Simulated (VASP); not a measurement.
Calculation: revTPSS meta-GGA, VASP's PBE PAW potentials (set 64) (plane waves; VASP 6.6.1).

VASP input:

INCAR:
```
ALGO = Normal
EDIFF = 1E-7
EDIFFG = -0.01
ENCUT = 520
IBRION = 2
ISIF = 4
ISMEAR = 0
LASPH = .TRUE.
LCHARG = .FALSE.
LMAXMIX = 4
LMIXTAU = .TRUE.
LREAL = .FALSE.
LWAVE = .FALSE.
METAGGA = RTPSS
NELM = 100
NSW = 30
PREC = Accurate
SIGMA = 0.05
SYSTEM = SnO2
```

POSCAR:
```
SnO2
1.0
  4.8510747207   0.0000000000   0.0000000000
  0.0000000000   4.8510747207   0.0000000000
  0.0000000000   0.0000000000   3.2759016267
Sn O
2 4
Cart
  0.0000000000   0.0000000000   0.0000000000
  2.4255373603   2.4255373603   1.6379508134
  1.4854649653   1.4854649653   0.0000000000
  3.9110023257   0.9400723950   1.6379508134
  0.9400723950   3.9110023257   1.6379508134
  3.3656097554   3.3656097554   0.0000000000
```

File KPOINTS:
```
Regular mesh
0
gamma
5 5 7
```

POTCAR, in this order: Sn_d O (PBE.64 set). Program: vasp_std.

Output

OSZICAR:
```
       N       E                     dE             d eps       ncg     rms          rms(c)
DAV:   1     0.744413491737E+03    0.74441E+03   -0.26291E+04  1539   0.259E+03
DAV:   2     0.164614241128E+03   -0.57980E+03   -0.56360E+03  1525   0.715E+02
DAV:   3     0.420021324934E+02   -0.12261E+03   -0.11957E+03  1817   0.276E+02
DAV:   4     0.353052251616E+02   -0.66969E+01   -0.66489E+01  1783   0.727E+01
DAV:   5     0.351595954582E+02   -0.14563E+00   -0.14544E+00  1801   0.109E+01    0.217E+01
DAV:   6    -0.150559841128E+02   -0.50216E+02   -0.32779E+02  1694   0.171E+02    0.188E+01
DAV:   7    -0.105189113358E+02    0.45371E+01   -0.68553E+00  2056   0.346E+01    0.136E+01
DAV:   8    -0.985045723110E+01    0.66845E+00   -0.69141E+01  2333   0.106E+02    0.130E+01
DAV:   9    -0.804214554330E+01    0.18083E+01   -0.12888E+01  2169   0.338E+01    0.598E+00
DAV:  10    -0.785182445524E+01    0.19032E+00   -0.60174E-01  1728   0.502E+00    0.459E+00
DAV:  11    -0.750485083679E+01    0.34697E+00   -0.90117E-01  1996   0.117E+01    0.135E+00
DAV:  12    -0.757119157462E+01   -0.66341E-01   -0.20369E-01  1523   0.336E+00    0.579E-01
DAV:  13    -0.754849328672E+01    0.22698E-01   -0.44821E-02  2004   0.261E+00    0.291E-01
DAV:  14    -0.759693533978E+01   -0.48442E-01   -0.24552E-02  1565   0.140E+00    0.165E-01
DAV:  15    -0.760134146893E+01   -0.44061E-02   -0.12179E-03  1871   0.386E-01    0.147E-01
DAV:  16    -0.760160414001E+01   -0.26267E-03   -0.21087E-03  1881   0.392E-01    0.725E-02
DAV:  17    -0.760193453918E+01   -0.33040E-03   -0.25523E-04  1607   0.169E-01    0.162E-02
DAV:  18    -0.760193683906E+01   -0.22999E-05   -0.19644E-05  2021   0.698E-02    0.196E-02
DAV:  19    -0.760193522441E+01    0.16146E-05   -0.13926E-05  2323   0.486E-02    0.120E-02
DAV:  20    -0.760193790957E+01   -0.26852E-05   -0.10059E-05  2193   0.281E-02    0.288E-03
DAV:  21    -0.760193764760E+01    0.26197E-06   -0.60398E-07  1726   0.771E-03    0.193E-03
DAV:  22    -0.760193754965E+01    0.97949E-07   -0.91174E-08  1143   0.399E-03
   1 F= -.76019375E+01 E0= -.76019375E+01  d E =-.760194E+01
       N       E                     dE             d eps       ncg     rms          rms(c)
DAV:   1    -0.760531824443E+01   -0.33806E-02   -0.91588E-01  1520   0.703E+00    0.556E-01
DAV:   2    -0.760581523263E+01   -0.49699E-03   -0.44832E-02  1817   0.181E+00    0.317E-01
DAV:   3    -0.760355330418E+01    0.22619E-02   -0.59045E-03  1934   0.830E-01    0.870E-02
DAV:   4    -0.760417955834E+01   -0.62625E-03   -0.19685E-03  1654   0.421E-01    0.233E-02
DAV:   5    -0.760445794441E+01   -0.27839E-03   -0.44577E-04  1586   0.218E-01    0.170E-02
DAV:   6    -0.760453267111E+01   -0.74727E-04   -0.59974E-05  1740   0.762E-02    0.375E-03
DAV:   7    -0.760454535104E+01   -0.12680E-04   -0.20989E-05  1816   0.463E-02    0.297E-03
DAV:   8    -0.760455411923E+01   -0.87682E-05   -0.18109E-06  1971   0.153E-02    0.138E-03
DAV:   9    -0.760455493421E+01   -0.81498E-06   -0.58098E-07  1548   0.704E-03    0.440E-04
DAV:  10    -0.760455510163E+01   -0.16742E-06   -0.13190E-07  1108   0.404E-03    0.283E-04
DAV:  11    -0.760455502208E+01    0.79552E-07   -0.44883E-08   940   0.220E-03
   2 F= -.76045550E+01 E0= -.76045550E+01  d E =-.261747E-02
       N       E                     dE             d eps       ncg     rms          rms(c)
DAV:   1    -0.760455926915E+01   -0.41675E-05   -0.12624E-03  1544   0.261E-01    0.207E-02
DAV:   2    -0.760456020800E+01   -0.93885E-06   -0.61539E-05  1824   0.679E-02    0.118E-02
DAV:   3    -0.760455702357E+01    0.31844E-05   -0.81248E-06  1994   0.310E-02    0.332E-03
DAV:   4    -0.760455793772E+01   -0.91415E-06   -0.28523E-06  1738   0.158E-02    0.889E-04
DAV:   5    -0.760455818013E+01   -0.24241E-06   -0.60402E-07  1608   0.804E-03    0.629E-04
DAV:   6    -0.760455823840E+01   -0.58269E-07   -0.83683E-08  1073   0.299E-03
   3 F= -.76045582E+01 E0= -.76045582E+01  d E =-.262069E-02
       N       E                     dE             d eps       ncg     rms          rms(c)
DAV:   1    -0.760457602953E+01   -0.17849E-04   -0.24084E-02  1488   0.112E+00    0.759E-02
DAV:   2    -0.760463795143E+01   -0.61922E-04   -0.72674E-04  1846   0.223E-01    0.454E-02
DAV:   3    -0.760461889120E+01    0.19060E-04   -0.63442E-05  2011   0.954E-02    0.124E-02
DAV:   4    -0.760463521059E+01   -0.16319E-04   -0.54523E-05  1551   0.656E-02    0.302E-03
DAV:   5    -0.760464529372E+01   -0.10083E-04   -0.68209E-06  1636   0.235E-02    0.205E-03
DAV:   6    -0.760464562896E+01   -0.33525E-06   -0.86321E-07  1747   0.743E-03    0.785E-04
DAV:   7    -0.760464556267E+01    0.66292E-07   -0.47157E-07  1677   0.720E-03
   4 F= -.76046456E+01 E0= -.76046456E+01  d E =-.873243E-04
```

OUTCAR:
```
------------------------ aborting loop because EDIFF is reached ----------------------------------------
  FORCE on cell =-STRESS in cart. coord.  units (eV):
  Direction    XX          YY          ZZ          XY          YZ          ZX
  --------------------------------------------------------------------------------------
  Total       -2.3973399     -2.3973399     -2.4208004      0.0000000      0.0000000      0.0000000
  in kB      -49.8234053    -49.8234053    -50.3109805      0.0000000      0.0000000      0.0000000
  external PRESSURE =     -49.9859304 kB  Pullay stress =       0.0000000 kB
  volume of cell :       77.09
      direct lattice vectors                 reciprocal lattice vectors
     4.863455922  0.000000000  0.000000000     0.205615105 -0.000000000  0.000000000
     0.000000000  4.863455922  0.000000000    -0.000000000  0.205615105  0.000000000
     0.000000000  0.000000000  3.259243526     0.000000000  0.000000000  0.306819663
 POSITION                                       TOTAL-FORCE (eV/Angst)
 -----------------------------------------------------------------------------------
      0.00000      0.00000      0.00000        -0.000000     -0.000000      0.000000
      2.43173      2.43173      1.62962        -0.000000     -0.000000      0.000000
      1.49175      1.49175      3.25924        -0.003276     -0.003276      0.000000
      3.92347      0.93998      1.62962        -0.003276      0.003276      0.000000
      0.93998      3.92347      1.62962         0.003276     -0.003276      0.000000
      3.37171      3.37171      0.00000         0.003276      0.003276      0.000000
 -----------------------------------------------------------------------------------
    total drift:                                0.000000      0.000000      0.000000
  FREE ENERGIE OF THE ION-ELECTRON SYSTEM (eV)
  ---------------------------------------------------
  free  energy   TOTEN  =        -7.6046455627 eV

  energy  without entropy=       -7.6046455627  energy(sigma->0) =       -7.60464556

 reached required accuracy - stopping structural energy minimisation
```
(Selected blocks of OUTCAR.)

CONTCAR:
```
SnO2
   1.00000000000000
     4.8634559220618065    0.0000000000000000    0.0000000000000000
     0.0000000000000000    4.8634559220618065    0.0000000000000000
     0.0000000000000000    0.0000000000000000    3.2592435256339374
  Sn              O
     2     4
Direct
     0.0000000000000000    0.0000000000000000    0.0000000000000000
     0.5000000000000000    0.5000000000000000    0.5000000000000000
     0.3067255880932641    0.3067255880932641    1.0000000000000000
     0.8067255880932641    0.1932744119067360    0.5000000000000000
     0.1932744119067360    0.8067255880932641    0.5000000000000000
     0.6932744119067359    0.6932744119067359    0.0000000000000000
```

OUTCAR:
```
 val. band max:        5.1382164336   @ k =   0.0000   0.0000   0.0000

 cond. band min:       5.7315276931   @ k =   0.0000   0.0000   0.0000


 Fermi energy:         5.3469400256

 k-point     1 :       0.0000    0.0000    0.0000
  band No.  band energies     occupation
      1     -16.0684      2.00000
      2     -15.3506      2.00000
      3     -15.1423      2.00000
      4     -15.1423      2.00000
      5     -15.1160      2.00000
      6     -15.0547      2.00000
      7     -14.9972      2.00000
      8     -14.9328      2.00000
      9     -14.9031      2.00000
     10     -14.9031      2.00000
     11     -13.9244      2.00000
     12     -12.3601      2.00000
     13     -12.3601      2.00000
     14     -10.8402      2.00000
     15      -2.7128      2.00000
     16       1.3294      2.00000
     17       1.3294      2.00000
     18       1.4759      2.00000
     19       2.2191      2.00000
     20       3.1652      2.00000
     21       3.2838      2.00000
     22       3.9317      2.00000
     23       3.9317      2.00000
     24       4.4431      2.00000
     25       4.4431      2.00000
     26       5.1382      2.00000
     27       5.7315      0.00000
     28      10.8750      0.00000
     29      11.2002      0.00000
     30      11.2002      0.00000
     31      15.3568      0.00000

 k-point     2 :       0.2000    0.0000    0.0000
  band No.  band energies     occupation
      1     -16.0130      2.00000
      2     -15.4236      2.00000
      3     -15.1408      2.00000
      4     -15.1407      2.00000
      5     -15.1161      2.00000
      6     -15.0870      2.00000
      7     -14.9907      2.00000
      8     -14.9382      2.00000
      9     -14.9049      2.00000
     10     -14.9048      2.00000
     11     -13.8138      2.00000
     12     -12.5663      2.00000
     13     -12.1649      2.00000
     14     -10.9287      2.00000
     15      -2.4530      2.00000
     16       0.6320      2.00000
     17       1.4809      2.00000
...
```

Unless said otherwise, spin-orbit coupling is left out, though it shifts the bands of the heavy elements here.

The compound is SnO2 in the rutile structure. This cell is one point of a volume scan, at 1.03 of the reference volume. Symmetry was kept, so distortions that lower it aren't found.
